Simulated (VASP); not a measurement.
Computed with PBE GGA, VASP's PBE PAW potentials (set 64) (plane waves; VASP).

VASP input:

### INCAR
```
LMAXMIX = 4
SIGMA = 0.05   ! width (eV)
EDIFF = 1E-6
LCHARG = F
NELM = 100
ENCUT = 400   ! plane-wave cut-off (eV)
LWAVE = F
ALGO = Normal   ! blocked Davidson
LASPH = T   ! aspherical one-centre terms
ISMEAR = 0
GGA = PE   ! PBE
LREAL = F   ! projection in real space or not
ISIF = 2   ! forces and stress, cell fixed
SYSTEM = PbS
PREC = Accurate
```

File KPOINTS:
```
Automatic mesh
0
Gamma
7 7 7
0 0 0
```

**POSCAR**
```
PbS
4.2002140
  0.0000000000   0.7071068284   0.7071068284
  0.7071068284   0.0000000000   0.7071068284
  0.7071068284   0.7071068284   0.0000000000
Pb S
1 1
Cartesian
  0.0000000000   0.0000000000   0.0000000000
  0.7071068284   0.7071068284   0.7071068284
```

POTCAR, in this order: Pb_d S (PBE.64 set). Program: vasp_std.

Output

File OSZICAR:
```
       N       E                     dE             d eps       ncg     rms          rms(c)
DAV:   1     0.147832721953E+03    0.14783E+03   -0.85613E+03   560   0.123E+03
DAV:   2     0.374213729106E+01   -0.14409E+03   -0.14063E+03   578   0.330E+02
DAV:   3    -0.895631620814E+01   -0.12698E+02   -0.12634E+02   772   0.105E+02
DAV:   4    -0.923645002885E+01   -0.28013E+00   -0.28002E+00   606   0.179E+01
DAV:   5    -0.924564752186E+01   -0.91975E-02   -0.91966E-02   766   0.316E+00    0.463E+00
DAV:   6    -0.875601763641E+01    0.48963E+00   -0.14981E+00   814   0.967E+00    0.327E+00
DAV:   7    -0.875714621831E+01   -0.11286E-02   -0.15483E-01   610   0.226E+00    0.188E+00
DAV:   8    -0.876080057567E+01   -0.36544E-02   -0.16839E-02   608   0.164E+00    0.272E-01
DAV:   9    -0.876032909227E+01    0.47148E-03   -0.35984E-03   864   0.615E-01    0.858E-02
DAV:  10    -0.876051429756E+01   -0.18521E-03   -0.36678E-04   578   0.127E-01    0.488E-02
DAV:  11    -0.876052354317E+01   -0.92456E-05   -0.66734E-05   688   0.992E-02    0.133E-02
DAV:  12    -0.876052455104E+01   -0.10079E-05   -0.42680E-06   716   0.229E-02    0.260E-03
DAV:  13    -0.876052461614E+01   -0.65096E-07   -0.12703E-07   370   0.480E-03
   1 F= -.87605246E+01 E0= -.87605246E+01  d E =-.786956E-16
```

File OUTCAR:
```
------------------------ aborting loop because EDIFF is reached ----------------------------------------
  FORCE on cell =-STRESS in cart. coord.  units (eV):
  Direction    XX          YY          ZZ          XY          YZ          ZX
  --------------------------------------------------------------------------------------
  Total        0.6056234      0.6056234      0.6056234      0.0000000      0.0000000     -0.0000000
  in kB       18.5188430     18.5188430     18.5188430      0.0000000      0.0000000     -0.0000000
  external PRESSURE =      18.5188430 kB  Pullay stress =       0.0000000 kB
  volume of cell :       52.40
      direct lattice vectors                 reciprocal lattice vectors
     0.000000000  2.970000000  2.970000000    -0.168350168  0.168350168  0.168350168
     2.970000000  0.000000000  2.970000000     0.168350168 -0.168350168  0.168350168
     2.970000000  2.970000000  0.000000000     0.168350168  0.168350168 -0.168350168
  FREE ENERGIE OF THE ION-ELECTRON SYSTEM (eV)
  ---------------------------------------------------
  free  energy   TOTEN  =        -8.7605246161 eV

  energy  without entropy=       -8.7605246161  energy(sigma->0) =       -8.76052462
```
(Selected blocks of OUTCAR.)

The compound is PbS in the rock salt structure. The cell was not relaxed at this level.
